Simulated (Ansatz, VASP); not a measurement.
# PtC in two plane-wave programs

Wanted: the spread between two codes on one cell, functional and k mesh. The cell is generated by rule, not measured, and may not be a known phase. Of the first pair: The two relaxations start from unlike cells of this crystal (the structure described is Ansatz's start), so only their ends are compared.

Program: Ansatz 0.2.0. Level of theory: plane waves, with VASP 6.6.1 beside it; relaxation of cell and atoms at PBE and zone-centre phonons at PBE. Results are calculated unless marked as measured.

## 1. The structure

It takes space group F-43m (No. 216, cubic). Conventional cell: a = 4.613 Å, b = 4.613 Å, c = 4.613 Å, α = 90.00°, β = 90.00°, γ = 90.00°. Nearest to Pt lie 4 C at 2.00 Å. C has 4 Pt at 2.00 Å nearest. Farther neighbours are not listed.

## 2. VASP: relaxation of cell and atoms, PBE, pair 1

The relaxed volume is the usual yardstick between codes: in a stiff, nearly cubic crystal its relative difference is about their pressure difference at one cell divided by the bulk modulus.

Lines of VASP's logs that name or quote its potential files are left out, and so is its time.

INCAR

```
SYSTEM = PtC
PREC = Accurate
ENCUT = 600
EDIFF = 1E-07
NELM = 120
ISMEAR = 0
SIGMA = 0.1
LREAL = .FALSE.
ALGO = Normal
GGA = PE
NBANDS = 13
LASPH = .TRUE.
LORBIT = 11
LWAVE = .FALSE.
LCHARG = .FALSE.
ISIF = 3
IBRION = 2
NSW = 80
EDIFFG = -0.005
GGA_COMPAT = .FALSE.
NELMIN = 4
KPAR = 2
```

POSCAR

```
PtC
1.0
    0.0000000000      2.3614562643      2.3614562643
    2.3614562643      0.0000000000      2.3614562643
    2.3614562643      2.3614562643      0.0000000000
Pt C
1 1
Direct
    0.0000000000      0.0000000000      0.0000000000
    0.2500000000      0.2500000000      0.2500000000
```

KPOINTS

```
Automatic mesh
0
Gamma
8 8 8
0 0 0
```

PAW data sets: Pt and C (PBE family, release 64).

Run with:

```console
$ mpirun -np 2 vasp_std
```

Numbers of over 12 decimals in the logs are rounded to 6 here.

What it wrote:

```text
[banner, memory and clock lines left out]
running    2 mpi-ranks, on    1 nodes
 distrk:  each k-point on    1 cores,    2 groups
 distr:  one band on    1 cores,    1 groups

 POSCAR found type information on POSCAR PtC
 POSCAR found :  2 types and       2 ions
 LDA part: xc-table for (Slater+PW92), standard interpolation
 POSCAR, INCAR and KPOINTS ok, starting setup
 FFT: planning ... GRIDC
 FFT: planning ... GRID_SOFT
 FFT: planning ... GRID
 WAVECAR not read
 entering main loop
       N       E                     dE             d eps       ncg     rms          rms(c)
DAV:   1     0.655916622998E+02    0.65592E+02   -0.78297E+03   754   0.113E+03
DAV:   2    -0.133491923100E+02   -0.78941E+02   -0.72446E+02   909   0.221E+02
DAV:   3    -0.156732932265E+02   -0.23241E+01   -0.23058E+01   874   0.382E+01
DAV:   4    -0.156872721935E+02   -0.13979E-01   -0.13978E-01   824   0.349E+00
DAV:   5    -0.156874130643E+02   -0.14087E-03   -0.14087E-03   894   0.349E-01    0.212E+01
DAV:   6    -0.138490252866E+02    0.18384E+01   -0.13077E+01   779   0.295E+01    0.888E+00
DAV:   7    -0.135604862276E+02    0.28854E+00   -0.14979E+00   764   0.111E+01    0.564E+00
DAV:   8    -0.135408846564E+02    0.19602E-01   -0.63684E-02   779   0.198E+00    0.116E+00
DAV:   9    -0.135376593488E+02    0.32253E-02   -0.78349E-03   774   0.748E-01    0.173E-01
DAV:  10    -0.135376924031E+02   -0.33054E-04   -0.10403E-03   809   0.237E-01    0.384E-02
DAV:  11    -0.135376986412E+02   -0.62381E-05   -0.18626E-05   799   0.386E-02    0.116E-02
DAV:  12    -0.135376978530E+02    0.78822E-06   -0.18409E-06   854   0.105E-02    0.457E-03
DAV:  13    -0.135376977774E+02    0.75539E-07   -0.49071E-07   784   0.569E-03
   1 F= -.13537698E+02 E0= -.13533700E+02  d E =-.135377E+02
 curvature:   0.00 expect dE= 0.000E+00 dE for cont linesearch  0.000E+00
 trial: gam= 0.00000 g(F)=  0.206E-46 g(S)=  0.764E-05 ort = 0.000E+00 (trialstep = 0.100E+01)
 search vector abs. value=  0.764E-05
 bond charge predicted
       N       E                     dE             d eps       ncg     rms          rms(c)
DAV:   1    -0.135377589784E+02   -0.61125E-04   -0.10343E-03   759   0.315E-01    0.532E-02
DAV:   2    -0.135377039805E+02    0.54998E-04   -0.25614E-04   754   0.146E-01    0.226E-02
DAV:   3    -0.135376974154E+02    0.65651E-05   -0.14750E-05   754   0.323E-02    0.145E-02
DAV:   4    -0.135376969497E+02    0.46564E-06   -0.51041E-06   754   0.187E-02    0.660E-03
DAV:   5    -0.135376971350E+02   -0.18526E-06   -0.35959E-07   799   0.427E-03    0.187E-03
DAV:   6    -0.135376972144E+02   -0.79402E-07   -0.59737E-08   382   0.191E-03
   2 F= -.13537697E+02 E0= -.13533704E+02  d E =0.563037E-06
 trial-energy change:    0.000001  1 .order    0.000002   -0.000008    0.000011
 step:   0.5035(harm=  0.4038)  dis= 0.00000  next Energy=   -13.537700 (dE=-0.208E-05)
 bond charge predicted
       N       E                     dE             d eps       ncg     rms          rms(c)
DAV:   1    -0.135377160498E+02   -0.18915E-04   -0.25523E-04   759   0.156E-01    0.264E-02
DAV:   2    -0.135377026026E+02    0.13447E-04   -0.63231E-05   754   0.723E-02    0.113E-02
DAV:   3    -0.135377005640E+02    0.20386E-05   -0.36437E-06   754   0.160E-02    0.723E-03
DAV:   4    -0.135377001064E+02    0.45761E-06   -0.12634E-06   754   0.932E-03    0.329E-03
DAV:   5    -0.135377000469E+02    0.59449E-07   -0.82983E-08   502   0.212E-03
   3 F= -.13537700E+02 E0= -.13533704E+02  d E =-.226952E-05
 curvature:  -0.20 expect dE=-0.683E-07 dE for cont linesearch -0.683E-07
 trial: gam= 0.00000 g(F)=  0.977E-46 g(S)=  0.348E-06 ort =-0.163E-05 (trialstep = 0.901E+00)
 search vector abs. value=  0.348E-06
 reached required accuracy - stopping structural energy minimisation
```

OUTCAR, selected parts (step 2):

```text
ion  position               nearest neighbor table
   1  0.000  0.000  0.000-   2 2.05   2 2.05   2 2.05   2 2.05
   2  0.250  0.250  0.250-   1 2.05   1 2.05   1 2.05   1 2.05

  LATTYP: Found a face centered cubic cell.
 ALAT       =     4.7229125286

 Subroutine GETGRP returns: Found 24 space group operations
 (whereof 24 operations were pure point group operations)

The static configuration has the point symmetry T_d .

 Found     29 irreducible k-points:

   k-points           NKPTS =     29   k-points in BZ     NKDIM =     29   number of bands    NBANDS=     13

   dimension x,y,z NGX =    28 NGY =   28 NGZ =   28
   dimension x,y,z NGXF=    56 NGYF=   56 NGZF=   56

   ENCUT  =  600.0 eV  44.10 Ry    6.64 a.u.   6.67  6.67  6.67*2*pi/ulx,y,z

   NELECT =      14.0000    total number of electrons

 k-points in reciprocal lattice and weights: Automatic mesh
   0.00000000  0.00000000  0.00000000       0.002
   0.12500000  0.00000000  0.00000000       0.016
   0.25000000  0.00000000  0.00000000       0.016
   0.37500000  0.00000000  0.00000000       0.016
   0.50000000  0.00000000  0.00000000       0.008
   0.12500000  0.12500000  0.00000000       0.012
   0.25000000  0.12500000  0.00000000       0.047
   0.37500000  0.12500000  0.00000000       0.047
   0.50000000  0.12500000  0.00000000       0.047
[...]
-0.37500000  0.50000000  0.12500000       0.023
  -0.25000000  0.50000000  0.25000000       0.012

 average (electrostatic) potential at core
       1 -67.0670       2 -47.9782

 E-fermi :   8.5702

 k-point     1 :       0.0000    0.0000    0.0000
  band No.  band energies     occupation
    ...
      2       1.2806      2.00000
      3       1.2806      2.00000
      4       1.2806      2.00000
      5       4.6511      2.00000
      6       4.6511      2.00000
      7      11.3178      0.00000
      8      13.1094      0.00000
      9      13.1094      0.00000
     10      13.1094      0.00000
     11      20.8163      0.00000
    ...

 k-point     2 :       0.1250    0.0000    0.0000
  band No.  band energies     occupation
    ...
      2       1.1758      2.00000
      3       1.4002      2.00000
      4       1.4002      2.00000
      5       4.6053      2.00000
      6       4.6053      2.00000
      7      11.6007      0.00000
      8      12.6147      0.00000
      9      12.9102      0.00000
     10      12.9102      0.00000
     11      19.2332      0.00000
    ...

 k-point     3 :       0.2500    0.0000    0.0000
  band No.  band energies     occupation
    ...
      2       1.1149      2.00000
      3       1.6523      2.00000
      4       1.6523      2.00000
      5       4.6200      2.00000
      6       4.6200      2.00000
      7       9.9292      0.00000
      8      12.2505      0.00000
      9      12.2505      0.00000
     10      13.4812      0.00000
     11      17.5087      0.00000
    ...

  Total        0.0021928      0.0021928      0.0021928      0.0000000     -0.0000000     -0.0000000
  in kB        0.1334452      0.1334452      0.1334452      0.0000000     -0.0000000     -0.0000000
  external PRESSURE =       0.1334452 kB  Pullay stress =       0.0000000 kB

  energy-cutoff  :      600.00
  volume of cell :       26.33
      direct lattice vectors                 reciprocal lattice vectors
     0.000000000  2.361161597  2.361161597    -0.211760178  0.211760178  0.211760178
     2.361161597  0.000000000  2.361161597     0.211760178 -0.211760178  0.211760178
     2.361161597  2.361161597  0.000000000     0.211760178  0.211760178 -0.211760178

 POSITION                                       TOTAL-FORCE (eV/Angst)
 -----------------------------------------------------------------------------------
      0.00000      0.00000      0.00000        -0.000000     -0.000000     -0.000000
      1.18058      1.18058      1.18058         0.000000      0.000000      0.000000
 -----------------------------------------------------------------------------------
    total drift:                                0.000000      0.000000      0.000000

  FREE ENERGIE OF THE ION-ELECTRON SYSTEM (eV)
  ---------------------------------------------------
  free  energy   TOTEN  =       -13.5377000469 eV

  energy  without entropy=      -13.5297085843  energy(sigma->0) =      -13.53370432

 reached required accuracy - stopping structural energy minimisation

 total charge
# of ion       s       p       d       tot
------------------------------------------
    1        0.789   0.723   8.043   9.554
    2        0.887   1.393   0.000   2.279
--------------------------------------------------
tot          1.676   2.115   8.043  11.833

[... 3 further parts left out ...]
```

The k-mesh is coarse for a metal. The run keeps the 24 symmetry operations of its start, so it cannot find a distortion of lower symmetry.

## 3. Ansatz: relaxation of cell and atoms, PBE, pair 1

Ansatz runs on its default PAW (the set named soft_2) files.

Its own start cell and the same functional, mesh and smearing now go to Ansatz, which takes its cutoff from its data sets.

input.yaml

```yaml
crystal:
  lattice:
    - [0.0, 2.30651, 2.30651]
    - [2.30651, 0.0, 2.30651]
    - [2.30651, 2.30651, 0.0]
  atoms:
    - { symbol: Pt, position: [0.0, 0.0, 0.0] }
    - { symbol: C, position: [0.25, 0.25, 0.25] }
kpoints:
  mp_grid: { grid: [8, 8, 8] }
hamiltonian:
  xc: pbe
scf:
  occupations: { method: gaussian, width: 0.1 }
output:
  forces: true
  stress: true
  eigenvalues: true
relax:
  adjacent_minimum: "off"
  f_tol: 0.05
  max_steps: 80
  cell: { stress_tol: 0.5 }
```

Run with:

```console
$ ansatz run input.yaml --threads 4 --pin off --max-ram 7168MiB --backend cpu --events-out ev --progress --plain --runs-dir out
```

What it wrote:

```text
The last accepted step is kept in <dir> (removed where the run ends without a failure and the disk answers)
Engine: ansatz 0.2.0, aarch64-unknown-linux-gnu
Pseudopotentials: kind: paw
Pseudopotential: Pt, paw, valence charge 18, recommended cutoff 420 eV (normal), Pt.paw.azcp
Pseudopotential: C, paw, valence charge 4, recommended cutoff 420 eV (normal), C.paw.azcp
Functional definition: PBE
  parameter kappa = 0.804
  parameter beta = 0.066725
  exchange = pbe_x(kappa = kappa, mu = beta*pi^2/3)
  correlation = pbe_c(beta = beta)
Crystal: 2 atoms, lattice volume = 24.541 Å³
Basis set: ecut = 420 eV, 531 PW (Γ), exchange–correlation on 48×48×48 points (8 copies of the dense FFT grid, shifted against one another)
Bands: 15, of which v1, the nominal top of the filled ones, is band 11 counted from 1 (10 counted from 0)
Symmetry: 24 space group operations
Space group: F-43m (ITA 216), of the structure as read, at distance tolerance 2.9e-5 Å
k-points: 29 of 512 (time reversal used)
Non-local potential: Pt, projectors of the file, l = 0: 3, l = 1: 2, l = 2: 2, l = 3: 1
Non-local potential: C, projectors of the file, l = 0: 2, l = 1: 2, l = 2: 1
PAW form: soft (Blöchl's): semilocal exchange-correlation on the pseudo side does not see the compensation charge
PAW one-centre angular grid: Pt, 590 points (default); XC on 64 Gauss nodes
PAW one-centre angular grid: C, 110 points (default); XC on 64 Gauss nodes
Initial density: superposition of atomic densities (neutral atoms: chi_scale 0, normalization atom), corrected by the library's trained network
Initial wavefunctions: pseudopotential atomic-orbital guess
Functional: x = pbe(κ = 0.804, μ = 0.219515), c = pbe(β = 0.066725)
SCF iter   1: F=—  HF=-12772.087592 eV  |F-HF|=—  |Δ(HF+E_count)|=         —  Δρ=8.01e-3  dr2=1.74e-2  ethr=1.77e-3  ⟨swp⟩=5.0  Hψ=2083  notcnv=0
preconditioner: auto → none  [metal: Δε(μ)=0.065 eV  Ē_g=11.665 eV  σ=0.100 eV  W_gap=0.34  n_scr=8 (ndim 8)  ℏωp=28.0 eV  f_vac=0.003  D(μ)=1.22/eV (n_scr^D=14)  sad-step TF]
SCF iter   2: F=—  HF=-12772.086122 eV  |F-HF|=—  |Δ(HF+E_count)|=   1.47e-3  Δρ=4.84e-3  dr2=6.76e-3  ethr=7.92e-5  ⟨swp⟩=1.1  Hψ=682  notcnv=0
SCF iter   3: F=—  HF=-12772.084898 eV  |F-HF|=—  |Δ(HF+E_count)|=   1.22e-3  Δρ=4.81e-4  dr2=6.56e-5  ethr=3.07e-5  ⟨swp⟩=2.4  Hψ=579  notcnv=0
SCF iter   4: F=—  HF=-12772.084884 eV  |F-HF|=—  |Δ(HF+E_count)|=   1.40e-5  Δρ=9.80e-5  dr2=1.02e-6  ethr=2.98e-7  ⟨swp⟩=2.0  Hψ=610  notcnv=0
iter 5 did not close the SCF: its close was put off for the readings that it lacked (scf_convergence_deferred on its scf_iter line)
SCF iter   5: F=-12772.084884 eV  HF=-12772.084884 eV  |F-HF|=5.39e-9  |Δ(HF+E_count)|=   2.50e-7  Δρ=9.74e-6  dr2=7.43e-9  ethr=4.65e-9  ⟨swp⟩=2.4  Hψ=713  notcnv=0
SCF iter   6: F=-12772.084884 eV  HF=-12772.084884 eV  |F-HF|=5.42e-10  |Δ(HF+E_count)|=   6.14e-9  Δρ=2.01e-6  dr2=3.27e-10  ethr=3.38e-11  ⟨swp⟩=2.6  Hψ=1453  notcnv=0
SCF 1 converged in 6 iterations: F = -12772.084884 eV  dr2 = 3.27e-10
  greatest PAW one-centre occupation: 1.000 electrons in one spin orbital (limit 2), on the Pt atom at site 0 (counted from 0), in its partial waves of l = 0
relax step   1: F+E_penalty+E_count = -12772.08488423 eV  Δ(F+E_penalty+E_count) = +0.000e0 eV  max|allowed force component| = 1.226e-16 eV/Å  Δτ_max = 0.0000 Å  P = +17.849 GPa  Ω = 24.541 Å³  (6 SCF iters, dr2 threshold 1.00e-7 eV, accepted)
[...]
relax step   2: F+E_penalty+E_count = -12772.17347244 eV  Δ(F+E_penalty+E_count) = -8.859e-2 eV  max|allowed force component| = 1.642e-16 eV/Å  Δτ_max = 0.0000 Å  P = +0.206 GPa  Ω = 26.269 Å³  energy of the carried Pulay correction = -2.828e-3 eV  (6 SCF iters, dr2 threshold 2.00e-7 eV, accepted)
[...]
relax step   3: F+E_penalty+E_count = -12772.17697477 eV  Δ(F+E_penalty+E_count) = -3.502e-3 eV  max|allowed force component| = 1.180e-16 eV/Å  Δτ_max = 0.0000 Å  P = +0.338 GPa  Ω = 26.269 Å³  stress off target by 3.38e-1 GPa  SCF on the basis re-selected at this cell (its energy is not comparable with the rows above)  (6 SCF iters)
basis re-selected at this cell: Δ(F+E_penalty+E_count) = -3.502e-3 eV, ΔP = +0.132 GPa vs the last step (what re-selecting the basis moved, of the pressure what is left beyond the Pulay correction that the steps carried, after the strain that the cell walked since its last selection, with what the two solves' SCF thresholds leave and, on support functions, any second-order correction that the steps lacked; it is no m [...]
SCF converged after 6 iterations
Free energy (F): -12772.176975 eV
Harris-Foulkes:  -12772.176975 eV  (|F-HF|=1.82e-12)
Internal energy: -12772.169019 eV  (E = F + TS)
E sigma→0 (E₀):  -12772.172997 eV
Entropy (-TS):   -0.007956 eV (-3.978 meV/atom)
Fermi energy:    16.331587 eV
--- Per-component energies (eV) ---
  E_band       = -248.858143
  E_kinetic    = 721.156586
  E_local      = -2066.299406  (includes V_loc(G=0)·N_el)
  E_nonlocal   = 225.479164
  E_hartree    = 763.090908
  E_xc         = -308.689240
  E_vxc        = -360.850862  (∫ρ·V_xc dr)
  E_paw        = -9552.286402  (= ΣΔE_a)
  E_vpaw       = -294.525642  (= ΣTr[D̂ρ^β])
  E_aug_tail   = 0.000200  (compensation charges beyond the density's cutoff)
  E_ewald      = -2554.620829
  E_smearing   = -0.007956  (= −TS)
  E_closure    = 0.000000  (closes the sum)
  Σ components = -12772.176975   (vs F -12772.176975, Δ=0.00e0)
--- Forces (eV/Å), atoms counted from 1 ---
  atom   1  Pt    -0.00000000     0.00000000     0.00000000
  atom   2  C     -0.00000000     0.00000000     0.00000000
  max |Σ_I F_I| component: 9.02e-16 eV/Å
--- Stress (GPa, compression-positive) ---
        0.338011       0.000000       0.000000
        0.000000       0.338011      -0.000000
        0.000000       0.000000       0.338011
  P = ⅓ Tr σ = 0.3380 GPa (3.380 kbar)
--- Band table (eV; the first three rows and the last of 29) ---
  k-point 0: bands = [... 7 lower, 9.0047, 12.3920, 12.3920, 19.0666, 20.8851, 20.8851, 20.8851, 28.5905]
  k-point 1: bands = [... 7 lower, 9.1249, 12.3459, 12.3459, 19.3594, 20.3799, 20.6860, 20.6860, 26.9972]
  k-point 2: bands = [... 7 lower, 9.3781, 12.3610, 12.3610, 17.6975, 20.0248, 20.0248, 21.2342, 25.2617]
  k-point 28: bands = [... 7 lower, 10.7760, 12.4593, 13.3647, 13.7216, 15.4176, 17.4137, 25.6499, 26.3944]
--- Relaxed structure (2 steps of the walk, 2 accepted, 1 SCFs on fresh bases) ---
  F+E_penalty+E_count = -12772.17697477 eV   max|allowed force component| = 1.180e-16 eV/Å   (the final SCF, on the basis selected at the relaxed cell)
  cell:  # Å, volume = 26.2694 Å³
    - [0, 2.359429, 2.359429]
    - [2.359429, 0, 2.359429]
    - [2.359429, 2.359429, 0]
  atoms:
    - { symbol: Pt, position: [0, 0, 0] }
    - { symbol: C, position: [0.250000, 0.250000, 0.250000] }
```

## 4. Side by side

Known differences besides the potentials themselves: the data sets hold 22 valence electrons in Ansatz (on its default PAW (the set named soft_2) files) and 14 in VASP; the cutoff is 420 eV in Ansatz and 600 eV in VASP; Ansatz adds a Pulay correction to the stress that steers its cell, VASP none. Total energies have different zeros and are not compared.

Compared:

```csv
quantity,Ansatz,VASP,difference
volume (Å³),26.27,26.33,-0.22 %
"edge a after relaxation, in the typed setting (Å)",3.337,3.339,-0.07 %
```

## 5. Ansatz: relaxation of cell and atoms, PBE, pair 2

The relaxed volume is the usual yardstick between codes: in a stiff, nearly cubic crystal its relative difference is about their pressure difference at one cell divided by the bulk modulus. Its start cell is another than that of the pair before, and may be another structure of the material.

The cell is taken from a series of runs on this material, whose earlier steps may have relaxed, scaled, displaced or heated it; both programs get it as it stands.

input.yaml

```yaml
crystal:
  lattice:
    - [0.0, 2.3594289694, 2.3594289694]
    - [2.3594289694, 0.0, 2.3594289694]
    - [2.3594289694, 2.3594289694, 0.0]
  atoms:
    - { symbol: Pt, position: [0.0, 0.0, 0.0] }
    - { symbol: C, position: [0.25, 0.25, 0.25] }
kpoints:
  mp_grid: { grid: [14, 14, 14] }
hamiltonian:
  xc: pbe
scf:
  occupations: { method: gaussian, width: 0.1 }
output:
  forces: true
  stress: true
  eigenvalues: true
  write_density: true
  write_potential: true
  elf: true
  volumetric_format: npy
relax:
  adjacent_minimum: "off"
  f_tol: 0.005
  max_steps: 80
  cell: { stress_tol: 0.05 }
```

What it wrote:

```text
[...]
Crystal: 2 atoms, lattice volume = 26.269 Å³
Basis set: ecut = 420 eV, 531 PW (Γ), exchange–correlation on 48×48×48 points (8 copies of the dense FFT grid, shifted against one another)
Bands: 15, of which v1, the nominal top of the filled ones, is band 11 counted from 1 (10 counted from 0)
Symmetry: 24 space group operations
[...]
k-points: 104 of 2744 (time reversal used)
[...]
k-point 103: bands = [... 7 lower, 10.7979, 12.4847, 13.3276, 13.7298, 15.4403, 17.3660, 25.5806, 26.4071]
--- Relaxed structure (2 steps of the walk, 2 accepted, 1 SCFs on fresh bases) ---
[...]
cell:  # Å, volume = 26.2587 Å³
    - [0, 2.359109, 2.359109]
    - [2.359109, 0, 2.359109]
    - [2.359109, 2.359109, 0]
  atoms:
    - { symbol: Pt, position: [0, 0, 0] }
    - { symbol: C, position: [0.25, 0.25, 0.25] }
[key lines of the parts left out:]
SCF converged after 7 iterations
Free energy (F): -12772.190477 eV
Fermi energy:    16.257538 eV
P = ⅓ Tr σ = 0.0024 GPa (0.024 kbar)
```

(Part 1 of 2 ends here.)

[Lines on the potential files, build, host, timing and source positions are cut from VASP's logs without a mark.]

[Logs are printed without paths, hosts, clocks, repeated set-up lines and the standing remarks that a program may print on its own settings, such as how far it seeks lower states.]

[Hosts, paths, dates, database ids (printed as entryN), source tags and the programs' standing remarks are cut or masked in the printed files.]
